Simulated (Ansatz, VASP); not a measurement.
**Cross-check of BP (BP, zinc blende or diamond type, a = 4.637 A) between VASP and Ansatz**

Wanted: the spread between two codes on one cell, functional and k mesh. The cell is taken from a series of runs on this material, whose earlier steps may have relaxed, scaled, displaced or heated it; both programs get it as it stands.

Program: Ansatz 0.2.0. Level of theory: plane waves, with VASP 6.6.1 beside it; single point at LDA. Results are calculated unless marked as measured.

## (1) Starting point

Symmetry: F-43m, No. 216, cubic system. Conventional cell: a = 4.637 Å, b = 4.637 Å, c = 4.637 Å, α = 90.00°, β = 90.00°, γ = 90.00°. Nearest to B lie 4 P at 2.01 Å. Nearest to P lie 4 B at 2.01 Å. Farther neighbours are not listed.

Structure file:

```cif
data_structure
_symmetry_space_group_name_H-M 'F-43m'
_symmetry_Int_Tables_number 216
_cell_length_a 4.6370
_cell_length_b 4.6370
_cell_length_c 4.6370
_cell_angle_alpha 90.000
_cell_angle_beta 90.000
_cell_angle_gamma 90.000
_cell_volume 99.70
loop_
_atom_site_label
_atom_site_type_symbol
_atom_site_symmetry_multiplicity
_atom_site_Wyckoff_symbol
_atom_site_fract_x
_atom_site_fract_y
_atom_site_fract_z
_atom_site_occupancy
B1 B 4 a 0.00000 0.00000 0.00000 1
P1 P 4 d 0.75000 0.75000 0.75000 1
```

## (2) Ansatz: single point, LDA

Ansatz runs on its default PAW (the set named soft_2) files.

A single point gives forces, pressure and levels at one fixed geometry, so differences don't come from the geometry; what else differs is listed under the comparison.

Input file input.yaml:

```yaml
crystal:
  lattice:
    - [3.2788541444, 0.0, 0.0]
    - [0.0, 3.2788541444, 0.0]
    - [0.0, 0.0, 4.637]
  atoms:
    - { symbol: B, position: [0.0, 0.0, 0.0] }
    - { symbol: P, position: [0.5, 0.0, 0.25] }
    - { symbol: B, position: [0.5, 0.5, 0.5] }
    - { symbol: P, position: [0.0, 0.5, 0.75] }
kpoints:
  mp_grid: { grid: [8, 8, 6] }
hamiltonian:
  xc: lda
scf:
  occupations: { method: fixed }
  convergence: { dr2_threshold: 1.0e-09 }
output:
  transmission:
    leads: [[0, 0]]
    kpoints: [[0, 0], [0.5, 0], [0.5, 0.5], [0.25, 0]]
    e_range: [-1.92, 4.48]
    de: 0.16
```

Launch:

```
ansatz run input.yaml --threads 2 --pin off --max-ram 4096MiB --backend cpu --events-out ev --progress --plain --runs-dir out
```

Numbers of over 12 decimals in the logs are rounded to 6 here.

The program printed:

```text
Engine: ansatz 0.2.0, aarch64-unknown-linux-gnu
Pseudopotentials: kind: paw
Pseudopotential: B, paw, valence charge 3, recommended cutoff 420 eV (normal), B.paw.azcp
Pseudopotential: P, paw, valence charge 5, recommended cutoff 420 eV (normal), P.paw.azcp
Functional definition: SPW92
  exchange = slater_x
  correlation = pw_c
Crystal: 4 atoms, lattice volume = 49.852 Å³
Basis set: ecut = 420 eV, 999 PW (Γ)
Bands: 12, of which v1, the nominal top of the filled ones, is band 8 counted from 1 (7 counted from 0)
Symmetry: 16 space group operations
Space group: F-43m (ITA 216), of the structure as read, at distance tolerance 3.7e-5 Å
k-points: 60 of 384 (time reversal used)
Non-local potential: B, projectors of the file, l = 0: 2, l = 1: 2, l = 2: 1
Non-local potential: P, projectors of the file, l = 0: 2, l = 1: 2, l = 2: 2
PAW form: soft (Blöchl's): semilocal exchange-correlation on the pseudo side does not see the compensation charge
PAW frozen core: B, regenerated for the run's functional, and the local potential with it (the file was generated under x = pbe(κ = 0.804, μ = 0.219515), c = pbe(β = 0.066725))
PAW frozen core: P, regenerated for the run's functional, and the local potential with it (the file was generated under x = pbe(κ = 0.804, μ = 0.219515), c = pbe(β = 0.066725))
PAW one-centre angular grid: B, 110 points (default); XC on 64 Gauss nodes
PAW one-centre angular grid: P, 110 points (default); XC on 64 Gauss nodes
Initial density: superposition of atomic densities (neutral atoms: chi_scale 0, normalization atom), corrected by the library's trained network
Initial wavefunctions: pseudopotential atomic-orbital guess
Functional: x = slater, c = lda
SCF iter   1: F=—  HF=-1753.059377 eV  |F-HF|=—  |Δ(HF+E_count)|=         —  Δρ=4.97e-3  dr2=1.03e-2  ethr=1.77e-3  ⟨swp⟩=5.1  Hψ=4256  notcnv=0  defer=115
preconditioner: auto → none  [insulator: Δε(μ)=1.254 eV  Ē_g=10.368 eV  n_scr=6 (ndim 8)  ℏωp=21.0 eV  f_vac=0.000  ε∞_Penn≈5.1]
SCF iter   2: F=—  HF=-1753.057440 eV  |F-HF|=—  |Δ(HF+E_count)|=   1.94e-3  Δρ=2.19e-3  dr2=1.52e-3  ethr=6.42e-5  ⟨swp⟩=2.9  Hψ=1751  notcnv=0  defer=120
SCF iter   3: F=—  HF=-1753.057112 eV  |F-HF|=—  |Δ(HF+E_count)|=   3.29e-4  Δρ=9.68e-4  dr2=2.47e-4  ethr=9.49e-6  ⟨swp⟩=2.7  Hψ=1252  notcnv=0  defer=120
SCF iter   4: F=—  HF=-1753.057071 eV  |F-HF|=—  |Δ(HF+E_count)|=   4.01e-5  Δρ=2.54e-4  dr2=1.95e-5  ethr=1.55e-6  ⟨swp⟩=1.0  Hψ=720  notcnv=0  defer=100
SCF iter   5: F=—  HF=-1753.057069 eV  |F-HF|=—  |Δ(HF+E_count)|=   2.76e-6  Δρ=2.66e-5  dr2=2.45e-7  ethr=1.22e-7  ⟨swp⟩=2.2  Hψ=1188  notcnv=0  defer=90
SCF iter   6: F=—  HF=-1753.057068 eV  |F-HF|=—  |Δ(HF+E_count)|=   4.55e-7  Δρ=2.82e-6  dr2=2.61e-9  ethr=1.53e-9  ⟨swp⟩=2.6  Hψ=1185  notcnv=0  defer=92
SCF iter   7: F=-1753.057068 eV  HF=-1753.057068 eV  |F-HF|=3.00e-11  |Δ(HF+E_count)|=  4.22e-10  Δρ=3.03e-7  dr2=4.59e-11  ethr=6.25e-12  ⟨swp⟩=6.0  Hψ=3527  notcnv=0
SCF 1 converged in 7 iterations: F = -1753.057068 eV  dr2 = 4.59e-11
  greatest PAW one-centre occupation: 0.768 electrons in one spin orbital (limit 2), on the P atom at site 3 (counted from 0), in its partial waves of l = 0
transmission: 6 of 24 steps passed
transmission: 12 of 24 steps passed
transmission: 18 of 24 steps passed
transmission: 24 of 24 steps passed
SCF converged after 7 iterations
Free energy (F): -1753.057068 eV
Harris-Foulkes:  -1753.057068 eV  (|F-HF|=3.00e-11)
Internal energy: -1753.057068 eV  (E = F + TS)
E sigma→0 (E₀):  -1753.057068 eV
Fermi energy:    8.196864 eV
--- Per-component energies (eV) ---
  E_band       = 31.665719
  E_kinetic    = 237.791107
  E_local      = -149.326651  (includes V_loc(G=0)·N_el)
  E_nonlocal   = 92.951401
  E_hartree    = 35.567835
  E_xc         = -186.629053
  E_vxc        = -198.320945  (∫ρ·V_xc dr)
  E_paw        = -1224.945534  (= ΣΔE_a)
  E_vpaw       = -22.564867  (= ΣTr[D̂ρ^β])
  E_aug_tail   = -0.000002  (compensation charges beyond the density's cutoff)
  E_ewald      = -558.792542
  E_core_change = 0.326372  (= ΣΔE_core)
  E_smearing   = -0.000000  (= −TS)
  E_closure    = -0.000000  (closes the sum)
  Σ components = -1753.057068   (vs F -1753.057068, Δ=0.00e0)
--- Band table (eV; the first three rows and the last of 60) ---
  k-point 0: bands = [... 4 lower, 4.3221, 8.1968, 8.1969, 8.1969, 9.6095, 9.7960, 11.4813, 11.4814]
  k-point 1: bands = [... 4 lower, 4.4713, 7.6112, 7.6112, 7.6235, 9.4581, 10.3564, 11.1770, 12.2370]
  k-point 2: bands = [... 4 lower, 4.9143, 6.2634, 6.5773, 6.5773, 9.5782, 10.5658, 11.4544, 13.7686]
  k-point 59: bands = [... 4 lower, 2.8692, 2.8692, 3.0699, 3.0699, 13.4345, 13.4345, 14.7022, 14.7022]
--- Transmission ---
  basis      : 97 plane waves across, 6 finite elements along
  points     : 4, as listed
  energies   : 41 from -1.920000 to 4.480000 eV about the Fermi level, 0.160000 eV apart; the leads are filled to 0.630638 eV, and channels, transmission and decay are at 0.640000 eV
  crystal 0  : P2B2, at the sites [0, 0], period 4.6370 Å: whole cells are its period
    offset         : up to 0.0000 Å between an atom of the period and one for which it stands
    channels       : 0.000000e0 a spin
    conductance    : none, the energies end too early or step too widely for 300 K: set another output.transmission.e_range or a lower de, or, where they end at an eighth of basis.ecutwfc, a higher one
    slowest decay  : 0.1844 /Å at (0.0000, 0.0000)
```

Reading the cycles: dr2 is the Hartree energy of the density residual (eV), the measure of convergence; HF is the Harris–Foulkes estimate of the energy, which meets the free energy F at convergence.

## (3) VASP: single point, LDA

The same cell, functional (in two slightly different forms) and mesh now go to VASP, with its own data sets.

Lines of VASP's logs that name or quote its potential files are left out, and so is its time.

Input file INCAR:

```
SYSTEM = BP
PREC = Accurate
ENCUT = 420
EDIFF = 1E-06
NELM = 120
ISMEAR = 0
SIGMA = 0.01
LREAL = .FALSE.
ALGO = Normal
GGA = PW92
NBANDS = 14
LORBIT = 11
LWAVE = .FALSE.
LCHARG = .FALSE.
ISIF = 2
LASPH = .TRUE.
GGA_COMPAT = .FALSE.
EFERMI = MIDGAP
```

Input file POSCAR:

```
BP
1.0
    3.2788541444      0.0000000000      0.0000000000
    0.0000000000      3.2788541444      0.0000000000
    0.0000000000      0.0000000000      4.6370000000
B P
2 2
Direct
    0.0000000000      0.0000000000      0.0000000000
    0.5000000000      0.5000000000      0.5000000000
    0.5000000000      0.0000000000      0.2500000000
    0.0000000000      0.5000000000      0.7500000000
```

Input file KPOINTS:

```
Automatic mesh
0
Gamma
8 8 6
0 0 0
```

PAW data sets: B and P (LDA family, release 64).

Launch:

```
mpirun -np 1 vasp_std
```

The program printed:

```text
[banner, memory and clock lines left out]
running    1 mpi-ranks, on    1 nodes
 distrk:  each k-point on    1 cores,    1 groups
 distr:  one band on    1 cores,    1 groups

 POSCAR found type information on POSCAR B P
 POSCAR found :  2 types and       4 ions
|                                                                             |
|               ----> ADVICE to this user running VASP <----                  |
|                                                                             |
|     You enforced a specific xc type in the INCAR file but a different       |
|     [... a line on the potential file left out ...]
|     I HOPE YOU KNOW WHAT YOU ARE DOING!                                     |
|                                                                             |

 LDA part: xc-table for (Slater(with rela. corr.)+PW92), standard interpolation
 POSCAR, INCAR and KPOINTS ok, starting setup
 FFT: planning ... GRIDC
 FFT: planning ... GRID_SOFT
 FFT: planning ... GRID
 WAVECAR not read
 entering main loop
       N       E                     dE             d eps       ncg     rms          rms(c)
DAV:   1     0.240302590201E+02    0.24030E+02   -0.61877E+03  1680   0.856E+02
DAV:   2    -0.277471899579E+02   -0.51777E+02   -0.46829E+02  2336   0.146E+02
DAV:   3    -0.299308484590E+02   -0.21837E+01   -0.21661E+01  2178   0.295E+01
DAV:   4    -0.299508538320E+02   -0.20005E-01   -0.19998E-01  2028   0.339E+00
DAV:   5    -0.299511731245E+02   -0.31929E-03   -0.31918E-03  2190   0.398E-01    0.943E+00
DAV:   6    -0.287889410323E+02    0.11622E+01   -0.16048E+00  2040   0.761E+00    0.514E+00
DAV:   7    -0.286054379583E+02    0.18350E+00   -0.35720E-01  2208   0.353E+00    0.154E+00
DAV:   8    -0.285833143009E+02    0.22124E-01   -0.43141E-02  1968   0.132E+00    0.270E-01
DAV:   9    -0.285832209346E+02    0.93366E-04   -0.22096E-03  2166   0.328E-01    0.110E-01
DAV:  10    -0.285832402359E+02   -0.19301E-04   -0.17780E-04  1980   0.843E-02    0.402E-02
DAV:  11    -0.285832464676E+02   -0.62317E-05   -0.16630E-05  2136   0.259E-02    0.372E-02
DAV:  12    -0.285832451176E+02    0.13500E-05   -0.51287E-06  1962   0.128E-02    0.684E-03
DAV:  13    -0.285832451297E+02   -0.12140E-07   -0.40091E-07  1176   0.410E-03
   1 F= -.28583245E+02 E0= -.28583245E+02  d E =0.000000E+00
```

OUTCAR, selected parts (step 3):

```text
ion  position               nearest neighbor table
   1  0.000  0.000  0.000-   3 2.01   4 2.01   4 2.01   3 2.01
   2  0.500  0.500  0.500-   3 2.01   4 2.01   3 2.01   4 2.01
   3  0.500  0.000  0.250-   1 2.01   2 2.01   2 2.01   1 2.01
   4  0.000  0.500  0.750-   1 2.01   2 2.01   1 2.01   2 2.01

  LATTYP: Found a simple tetragonal cell.
 ALAT       =     3.2788541444
 C/A-ratio  =     1.4142135624

 Subroutine GETGRP returns: Found  8 space group operations
 (whereof  8 operations were pure point group operations)

The static configuration has the point symmetry D_2d.

 Found     60 irreducible k-points:

   k-points           NKPTS =     60   k-points in BZ     NKDIM =     60   number of bands    NBANDS=     14

   dimension x,y,z NGX =    24 NGY =   24 NGZ =   32
   dimension x,y,z NGXF=    48 NGYF=   48 NGZF=   64

   ENCUT  =  420.0 eV  30.87 Ry    5.56 a.u.   5.48  5.48  7.75*2*pi/ulx,y,z

   NELECT =      16.0000    total number of electrons

 k-points in reciprocal lattice and weights: Automatic mesh
   0.00000000  0.00000000  0.00000000       0.003
   0.12500000  0.00000000  0.00000000       0.010
   0.25000000  0.00000000  0.00000000       0.010
   0.37500000  0.00000000  0.00000000       0.010
   0.50000000  0.00000000  0.00000000       0.005
   0.12500000  0.12500000  0.00000000       0.010
   0.25000000  0.12500000  0.00000000       0.021
   0.37500000  0.12500000  0.00000000       0.021
   0.50000000  0.12500000  0.00000000       0.010
[...]
0.50000000  0.37500000  0.50000000       0.010
   0.50000000  0.50000000  0.50000000       0.003

 average (electrostatic) potential at core
       1 -30.9171       2 -30.9171       3 -83.0084       4 -83.0084

 E-fermi :   7.2850

 k-point     1 :       0.0000    0.0000    0.0000
  band No.  band energies     occupation
    ...
      4       2.7773      2.00000
      5       2.7773      2.00000
      6       6.6524      2.00000
      7       6.6525      2.00000
      8       6.6525      2.00000
      9       8.0676      0.00000
     10       8.2578      0.00000
     11       9.9410      0.00000
     12       9.9411      0.00000
     13       9.9411      0.00000
    ...

 k-point     2 :       0.1250    0.0000    0.0000
  band No.  band energies     occupation
    ...
      4       1.8989      2.00000
      5       2.9245      2.00000
      6       5.5657      2.00000
      7       5.9453      2.00000
      8       6.5570      2.00000
      9       8.3119      0.00000
     10       9.5704      0.00000
     11      10.1209      0.00000
     12      10.2961      0.00000
     13      10.6174      0.00000
    ...

 k-point     3 :       0.2500    0.0000    0.0000
  band No.  band energies     occupation
    ...
      4       0.8086      2.00000
      5       3.3529      2.00000
      6       3.7039      2.00000
      7       4.5096      2.00000
      8       6.2275      2.00000
      9       8.7883      0.00000
     10      10.6593      0.00000
     11      10.8708      0.00000
     12      11.4871      0.00000
     13      12.4233      0.00000
    ...

  Total       -4.4333059     -4.4333059     -4.4465835      0.0000000      0.0000000      0.0000000
  in kB     -142.4810124   -142.4810124   -142.9077365      0.0000000      0.0000000      0.0000000
  external PRESSURE =    -142.6232538 kB  Pullay stress =       0.0000000 kB

  energy-cutoff  :      420.00
  volume of cell :       49.85
      direct lattice vectors                 reciprocal lattice vectors
     3.278854144  0.000000000  0.000000000     0.304984594  0.000000000  0.000000000
     0.000000000  3.278854144  0.000000000     0.000000000  0.304984594  0.000000000
     0.000000000  0.000000000  4.637000000     0.000000000  0.000000000  0.215656675

 POSITION                                       TOTAL-FORCE (eV/Angst)
 -----------------------------------------------------------------------------------
      0.00000      0.00000      0.00000        -0.000000     -0.000000     -0.000000
      1.63943      1.63943      2.31850         0.000000     -0.000000     -0.000000
      1.63943      0.00000      1.15925        -0.000000      0.000000     -0.000000
      0.00000      1.63943      3.47775        -0.000000      0.000000      0.000000
 -----------------------------------------------------------------------------------
    total drift:                                0.000000      0.000000      0.000000

  FREE ENERGIE OF THE ION-ELECTRON SYSTEM (eV)
  ---------------------------------------------------
  free  energy   TOTEN  =       -28.5832451297 eV

  energy  without entropy=      -28.5832451297  energy(sigma->0) =      -28.58324513

 total charge
# of ion       s       p       d       tot
------------------------------------------
    1        0.648   1.204   0.000   1.852
    2        0.648   1.204   0.000   1.852
    3        0.995   1.540   0.000   2.535
    4        0.995   1.540   0.000   2.535
--------------------------------------------------
tot          3.286   5.489   0.000   8.775

[... 3 further parts left out ...]
```

The run ends at a pressure of -14.26 GPa.

## (4) Side by side

Known differences besides the potentials themselves: fixed occupations in Ansatz, narrow Gaussian smearing in VASP; VASP's log shows a relativistic correction to its local exchange, Ansatz's none. Total energies have different zeros and are not compared.

The two programs side by side:

```
              quantity  Ansatz   VASP  difference
gap on the k mesh (eV)   1.261  1.265      -0.004
```

A gap on the mesh is an upper bound, since the band edges may lie between its points.

## (5) What came out

```json
{
 "difference in gap on the k mesh (single point, LDA)": "-0.0036 eV"
}
```

The difference in gap on the k mesh is -0.0036 eV (single point, LDA), within the 0.08 eV picked in this series as the mark of a large difference. Such differences can come from data sets, numerical settings and the points named under the comparisons, not from the functional's error against experiment.

[Lines on the potential files, build, host, timing and source positions are cut from VASP's logs without a mark.]

[Logs are printed without paths, hosts, clocks, repeated set-up lines and the standing remarks that a program may print on its own settings, such as how far it seeks lower states.]

[Hosts, paths, dates, database ids (printed as entryN), source tags and the programs' standing remarks are cut or masked in the printed files.]
